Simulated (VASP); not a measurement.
A run of VASP 6.6.1:

Contents of INCAR:

```
SYSTEM = Li7Bi
PREC = Accurate
ENCUT = 520
EDIFF = 1E-7
ISMEAR = -1
SIGMA = 0.05
LREAL = .FALSE.
LASPH = .TRUE.
NELM = 100
ALGO = Normal
ISIF = 2
LWAVE = .FALSE.
LCHARG = .FALSE.
GGA = PE
NBANDS = 28
```

File KPOINTS:

```
Automatic mesh
0
G
  6 6 6
  0 0 0
```

Contents of POSCAR:

```
Li7Bi
1.0
    0.0000000000      4.3027500000      4.3027500000
    4.3027500000      0.0000000000      4.3027500000
    4.3027500000      4.3027500000      0.0000000000
Li Bi
7 1
Direct
    0.5000000000      0.0000000000      0.0000000000
    0.0000000000      0.5000000000      0.5000000000
    0.0000000000      0.5000000000      0.0000000000
    0.5000000000      0.0000000000      0.5000000000
    0.0000000000      0.0000000000      0.5000000000
    0.5000000000      0.5000000000      0.0000000000
    0.5000000000      0.5000000000      0.5000000000
    0.0000000000      0.0000000000      0.0000000000
```

Potentials or basis: VASP PAW PBE potentials, release 64 (Li_sv, Bi_d).

Run with:

```sh
$ cat potpaw_PBE.64/Li_sv/POTCAR potpaw_PBE.64/Bi_d/POTCAR > POTCAR
$ mpirun -np 1 vasp_std > vasp.out
```

Hardware: 1 thread of Intel(R) Xeon(R) 6975P-C (Granite Rapids) (shared host).

Task: How long does it take, and how much memory?

Result: Wall time 35 s on 1 thread of Intel(R) Xeon(R) 6975P-C (Granite Rapids), with other jobs on the host, peak memory 0.34 GiB. Counts: scf iterations 12, k points 16.
